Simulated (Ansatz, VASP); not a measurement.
## Cross-check of RbNbS3 between VASP and Ansatz

One calculation is typed for both programs; each brings its own data sets. How far apart do they land? The cell is generated by rule, not measured, and may not be a known phase. The cell is taken from a series of runs on this material, whose earlier steps may have relaxed, scaled, displaced or heated it; both programs get it as it stands.

Main program and level: Ansatz 0.2.0; plane waves, with VASP 6.6.1 beside it; relaxation of cell and atoms at PBE.

The structure was built from a prototype and need not be the compound's stable phase.

## Step 1: The structure

The structure is tetragonal, space group P4/mbm (No. 127). The conventional cell has a = 6.932 Å, b = 6.932 Å, c = 4.902 Å, α = 90.00°, β = 90.00°, γ = 90.00°. Nearest to Rb lie 12 S at 3.47 Å. Nearest to Nb lie 6 S at 2.41 to 2.49 Å. Nearest to S lie 2 Nb at 2.41 to 2.49 Å and 4 Rb at 3.47 Å. Nearest to S lie 2 Nb at 2.45 Å and 4 Rb at 3.47 Å. Farther neighbours and most contacts between anions are not listed.

Coordinates:

```cif
data_structure
_symmetry_space_group_name_H-M 'P4/mbm'
_symmetry_Int_Tables_number 127
_cell_length_a 6.9320
_cell_length_b 6.9320
_cell_length_c 4.9017
_cell_angle_alpha 90.000
_cell_angle_beta 90.000
_cell_angle_gamma 90.000
_cell_volume 235.54
loop_
_atom_site_label
_atom_site_type_symbol
_atom_site_symmetry_multiplicity
_atom_site_Wyckoff_symbol
_atom_site_fract_x
_atom_site_fract_y
_atom_site_fract_z
_atom_site_occupancy
Rb1 Rb 2 a 0.50000 0.50000 0.00000 1
Nb1 Nb 2 c 0.00000 0.50000 0.50000 1
S1 S 4 h 0.74592 0.75408 0.50000 1
S2 S 2 d 0.00000 0.50000 0.00000 1
```

## Step 2: Ansatz: relaxation of cell and atoms, PBE, pair 1

Ansatz runs on its PAW soft_1 files.

The relaxed volume is the usual yardstick between codes: in a stiff, nearly cubic crystal its relative difference is about their pressure difference at one cell divided by the bulk modulus.

Input file input.yaml:

```yaml
crystal:
  lattice:
    - [-4.9016615543, 0.0, 0.0]
    - [0.0, -4.9016615543, -4.9016615543]
    - [0.0, -4.9016615543, 4.9016615543]
  atoms:
    - { symbol: Rb, position: [0.0, 0.5, 0.5] }
    - { symbol: Rb, position: [0.0, 0.0, 0.0] }
    - { symbol: Nb, position: [0.5, 0.0, 0.5] }
    - { symbol: Nb, position: [0.5, 0.5, 0.0] }
    - { symbol: S, position: [0.5, 0.7459197509, 0.7540802491] }
    - { symbol: S, position: [0.5, 0.2540802491, 0.2459197509] }
    - { symbol: S, position: [0.5, 0.7540802491, 0.2540802491] }
    - { symbol: S, position: [0.5, 0.2459197509, 0.7459197509] }
    - { symbol: S, position: [1.0, 0.0, 0.5] }
    - { symbol: S, position: [1.0, 0.5, 0.0] }
kpoints:
  mp_grid: { grid: [8, 6, 6] }
hamiltonian:
  xc: pbe
  pseudopotentials: { kind: paw, azcp: { folder: soft_1 } }
scf:
  occupations: { method: methfessel_paxton, width: 0.2 }
output:
  forces: true
  stress: true
  eigenvalues: true
relax:
  adjacent_minimum: "off"
  f_tol: 0.002
  max_steps: 120
  cell: { stress_tol: 0.03 }
```

On the command line:

```
ansatz run input.yaml --threads 4 --pin off --max-ram 16384MiB --backend cpu --events-out ev --progress --plain --runs-dir out
```

Numbers of over 12 decimals in the logs are rounded to 6 here.

What it wrote:

```text
Engine: ansatz 0.2.0, aarch64-unknown-linux-gnu
Pseudopotentials: kind: paw
Pseudopotential: Rb, paw, valence charge 9, recommended cutoff 420 eV (normal), soft_1/Rb.paw.azcp
Pseudopotential: Nb, paw, valence charge 13, recommended cutoff 420 eV (normal), soft_1/Nb.paw.azcp
Pseudopotential: S, paw, valence charge 6, recommended cutoff 420 eV (normal), soft_1/S.paw.azcp
Functional definition: PBE
  parameter kappa = 0.804
  parameter beta = 0.066725
  exchange = pbe_x(kappa = kappa, mu = beta*pi^2/3)
  correlation = pbe_c(beta = beta)
Crystal: 10 atoms, lattice volume = 235.537 Å³
Basis set: ecut = 420 eV, 4621 PW (Γ), exchange–correlation on 72×96×96 points (8 copies of the dense FFT grid, shifted against one another)
Bands: 50, of which v1, the nominal top of the filled ones, is band 40 counted from 1 (39 counted from 0)
Symmetry: 16 space group operations
Space group: P4/mbm (ITA 127), of the structure as read, at distance tolerance 6.2e-5 Å
k-points: 50 of 288
Non-local potential: Rb, projectors of the file, l = 0: 3, l = 1: 2, l = 2: 2
Non-local potential: Nb, projectors of the file, l = 0: 3, l = 1: 2, l = 2: 2, l = 3: 1
Non-local potential: S, projectors of the file, l = 0: 2, l = 1: 2, l = 2: 1
PAW form: soft (Blöchl's): semilocal exchange-correlation on the pseudo side does not see the compensation charge
PAW one-centre angular grid: Rb, 110 points (default); XC on 64 Gauss nodes
PAW one-centre angular grid: Nb, 590 points (default); XC on 64 Gauss nodes
PAW one-centre angular grid: S, 110 points (default); XC on 64 Gauss nodes
Initial density: superposition of atomic densities (chi_scale 0.1, normalization cell, long waves kept (reshape's long-wave potential 0.00 eV rms))
Initial wavefunctions: pseudopotential atomic-orbital guess
Functional: x = pbe(κ = 0.804, μ = 0.219515), c = pbe(β = 0.066725)
SCF iter   1: F=—  HF=-21065.080591 eV  |F-HF|=—  |Δ(HF+E_count)|=         —  Δρ=5.72e-2  dr2=1.70e1  ethr=3.10e-3  ⟨swp⟩=8.1  Hψ=11373  notcnv=0
preconditioner: auto → Resta (q_TF=auto, 2.279 Å⁻¹)  ε∞=4.9  [insulator: Δε(μ)=0.581 eV  Ē_g=9.529 eV  σ=0.200 eV  W_gap=1.06  n_scr=46 (ndim 8)  ℏωp=18.7 eV  f_vac=0.000  D(μ)=-0.07/eV (n_scr^D=0)  ε∞_Penn≈4.9]
SCF iter   2: F=—  HF=-21061.930716 eV  |F-HF|=—  |Δ(HF+E_count)|=    3.15e0  S|Δr|=    0.00e0  Δρ=2.74e-2  dr2=2.81e0  ethr=3.10e-3  ⟨swp⟩=3.0  Hψ=6010  notcnv=0  defer=111
preconditioner: auto → Kerker (q_TF=auto, 2.279 Å⁻¹)  [metal: Δε(μ)=0.001 eV  Ē_g=8.254 eV  σ=0.200 eV  W_gap=0.00  n_scr=46 (ndim 8)  ℏωp=18.7 eV  f_vac=0.000  D(μ)=5.48/eV (n_scr^D=38)]
SCF iter   3: F=—  HF=-21061.522337 eV  |F-HF|=—  |Δ(HF+E_count)|=   4.08e-1  S|Δr|=    0.00e0  Δρ=1.34e-2  dr2=5.73e-1  ethr=3.10e-3  ⟨swp⟩=2.1  Hψ=3640  notcnv=0  defer=111
SCF iter   4: F=—  HF=-21061.375305 eV  |F-HF|=—  |Δ(HF+E_count)|=   1.47e-1  S|Δr|=    0.00e0  Δρ=7.37e-3  dr2=2.86e-1  ethr=7.16e-4  ⟨swp⟩=2.0  Hψ=4514  notcnv=0  defer=108
SCF iter   5: F=—  HF=-21061.338893 eV  |F-HF|=—  |Δ(HF+E_count)|=   3.64e-2  S|Δr|=    0.00e0  Δρ=2.61e-3  dr2=4.38e-2  ethr=3.58e-4  ⟨swp⟩=2.2  Hψ=3315  notcnv=0  defer=108
SCF iter   6: F=—  HF=-21061.334173 eV  |F-HF|=—  |Δ(HF+E_count)|=   4.72e-3  S|Δr|=    0.00e0  Δρ=1.23e-3  dr2=9.14e-3  ethr=5.47e-5  ⟨swp⟩=1.0  Hψ=2451  notcnv=0  defer=108
SCF iter   7: F=—  HF=-21061.332910 eV  |F-HF|=—  |Δ(HF+E_count)|=   1.26e-3  S|Δr|=    0.00e0  Δρ=4.59e-4  dr2=1.24e-3  ethr=1.14e-5  ⟨swp⟩=1.1  Hψ=2398  notcnv=0  defer=108
SCF iter   8: F=—  HF=-21061.332751 eV  |F-HF|=—  |Δ(HF+E_count)|=   1.59e-4  S|Δr|=    0.00e0  Δρ=6.60e-5  dr2=2.61e-5  ethr=1.55e-6  ⟨swp⟩=2.1  Hψ=2971  notcnv=0  defer=108
SCF iter   9: F=—  HF=-21061.333231 eV  |F-HF|=—  |Δ(HF+E_count)|=   4.80e-4  S|Δr|=    0.00e0  Δρ=8.79e-6  dr2=2.69e-7  ethr=3.26e-8  ⟨swp⟩=2.7  Hψ=4200  notcnv=0  defer=108
SCF iter  10: F=-21061.333231 eV  HF=-21061.333231 eV  |F-HF|=7.97e-9  |Δ(HF+E_count)|=   3.36e-7  S|Δr|=    0.00e0  Δρ=2.83e-6  dr2=4.80e-8  ethr=1.25e-10  ⟨swp⟩=14.6  Hψ=13766  notcnv=0
SCF 1 converged in 10 iterations: F = -21061.333231 eV  dr2 = 4.80e-8
  greatest PAW one-centre occupation: 0.998 electrons in one spin orbital (limit 2), on the Nb atom at site 3 (counted from 0), in its partial waves of l = 0
relax step   1: F+E_penalty+E_count = -21061.33323094 eV  Δ(F+E_penalty+E_count) = +0.000e0 eV  max|allowed force component| = 7.161e-2 eV/Å  Δτ_max = 0.0000 Å  P = +0.074 GPa  Ω = 235.537 Å³  (10 SCF iters, dr2 threshold 1.00e-7 eV, accepted)
[...]
relax step   5: F+E_penalty+E_count = -21061.33546498 eV  Δ(F+E_penalty+E_count) = -2.617e-5 eV  max|allowed force component| = 1.092e-3 eV/Å  Δτ_max = 0.0013 Å  P = -0.004 GPa  Ω = 235.539 Å³  energy of the carried Pulay correction = -7.097e-8 eV  (5 SCF iters, dr2 threshold 4.49e-9 eV, accepted)
[...]
relax step   6: F+E_penalty+E_count = -21061.33546268 eV  Δ(F+E_penalty+E_count) = +2.303e-6 eV  max|allowed force component| = 1.088e-3 eV/Å  Δτ_max = 0.0000 Å  P = -0.004 GPa  Ω = 235.539 Å³  stress off target by 4.31e-3 GPa  SCF on the basis re-selected at this cell (its energy is not comparable with the rows above)  (8 SCF iters)
basis re-selected at this cell: Δ(F+E_penalty+E_count) = +2.303e-6 eV, ΔP = -0.000 GPa vs the last step (what re-selecting the basis moved, of the pressure what is left beyond the Pulay correction that the steps carried, after the strain that the cell walked since its last selection, with what the two solves' SCF thresholds leave and, on support functions, any second-order correction that the steps lacked; it is no m [...]
SCF converged after 8 iterations
Stability not checked: this state was not tested for a lower state beside it, because cold or Methfessel-Paxton smearing, or corrected tetrahedra, fill the levels in a way that the test cannot read (fill_not_monotonic; see scf.lower_state_search)
Free energy (F): -21061.335463 eV
Harris-Foulkes:  -21061.335463 eV  (|F-HF|=7.28e-12)
Internal energy: -21061.331986 eV  (E = F + TS)
E sigma→0 (E₀):  -21061.334593 eV
Entropy (-TS):   -0.003477 eV (-0.348 meV/atom)
Fermi energy:    6.940699 eV
Step filling:    the computed levels leave a gap of 0.0486 eV = 0.2 smearing widths at the electron count; against every level under it full and every level over it empty, smearing changes F+E_penalty+E_count by +4.127 meV and its σ→0 estimate by +4.996 meV
--- Per-component energies (eV) ---
  E_band       = -509.102812
  E_kinetic    = 1737.537444
  E_local      = -4119.189644  (includes V_loc(G=0)·N_el)
  E_nonlocal   = 765.193543
  E_hartree    = 1316.583662
  E_xc         = -1112.968177
  E_vxc        = -1155.653490  (∫ρ·V_xc dr)
  E_paw        = -15057.573603  (= ΣΔE_a)
  E_vpaw       = -370.158243  (= ΣTr[D̂ρ^β])
  E_aug_tail   = 0.000053  (compensation charges beyond the density's cutoff)
  E_ewald      = -4590.915264
  E_smearing   = -0.003477  (= −TS)
  E_closure    = 0.000000  (closes the sum)
  Σ components = -21061.335463   (vs F -21061.335463, Δ=0.00e0)
--- Forces (eV/Å), atoms counted from 1 ---
  atom   1  Rb     0.00000000     0.00000000     0.00000000
  atom   2  Rb     0.00000000     0.00000000    -0.00000000
  atom   3  Nb     0.00000000     0.00000000     0.00000000
  atom   4  Nb     0.00000000     0.00000000     0.00000000
  atom   5  S      0.00000000    -0.00000000    -0.00108813
  atom   6  S     -0.00000000     0.00000000     0.00108813
  atom   7  S      0.00000000     0.00108813     0.00000000
  atom   8  S     -0.00000000    -0.00108813    -0.00000000
  atom   9  S     -0.00000000    -0.00000000     0.00000000
  atom  10  S     -0.00000000     0.00000000    -0.00000000
  max |Σ_I F_I| component: 1.81e-29 eV/Å
--- Stress (GPa, compression-positive) ---
       -0.004315      -0.000000       0.000000
       -0.000000      -0.003900      -0.000000
        0.000000      -0.000000      -0.003900
  P = ⅓ Tr σ = -0.0040 GPa (-0.040 kbar)
--- Band table (eV; the first three rows and the last of 50) ---
  k-point 0: bands = [... 36 lower, 6.3353, 6.3480, 6.3480, 6.5189, 6.5189, 6.5190, 7.0462, 8.3087, ... 6 higher]
  k-point 1: bands = [... 36 lower, 6.0103, 6.0850, 6.2531, 6.7556, 6.8338, 6.8921, 7.0166, 8.4727, ... 6 higher]
  k-point 2: bands = [... 36 lower, 5.6519, 5.7544, 6.0369, 6.5722, 7.3493, 7.3709, 7.5579, 8.3352, ... 6 higher]
  k-point 49: bands = [... 36 lower, 5.3295, 5.3295, 7.0263, 7.0263, 8.8199, 8.8199, 8.8205, 8.8205, ... 6 higher]
--- Relaxed structure (5 steps of the walk, 5 accepted, 1 SCFs on fresh bases) ---
  F+E_penalty+E_count = -21061.33546268 eV   max|allowed force component| = 1.088e-3 eV/Å   (the final SCF, on the basis selected at the relaxed cell)
  cell:  # Å, volume = 235.5386 Å³
    - [-4.898639, 0, 0]
    - [0, -4.903186, -4.903186]
    - [0, -4.903186, 4.903186]
  atoms:
    - { symbol: Rb, position: [0, 0.500000, 0.500000] }
    - { symbol: Rb, position: [0, 0, 0] }
    - { symbol: Nb, position: [0.5, 0.0, 0.500000] }
    - { symbol: Nb, position: [0.5, 0.500000, 0.0] }
    - { symbol: S, position: [0.5, 0.747777, 0.752223] }
    - { symbol: S, position: [0.5, 0.252223, 0.247777] }
    - { symbol: S, position: [0.5, 0.752223, 0.252223] }
    - { symbol: S, position: [0.5, 0.247777, 0.747777] }
    - { symbol: S, position: [1.0, 0.0, 0.500000] }
    - { symbol: S, position: [1.0, 0.500000, 0.0] }
```

(Continued in part 2 of 3.)

[Lines on the potential files, build, host, timing and source positions are cut from VASP's logs without a mark.]

[Logs are printed without paths, hosts, clocks, repeated set-up lines and the standing remarks that a program may print on its own settings, such as how far it seeks lower states.]

[Hosts, paths, dates, database ids (printed as entryN), source tags and the programs' standing remarks are cut or masked in the printed files.]
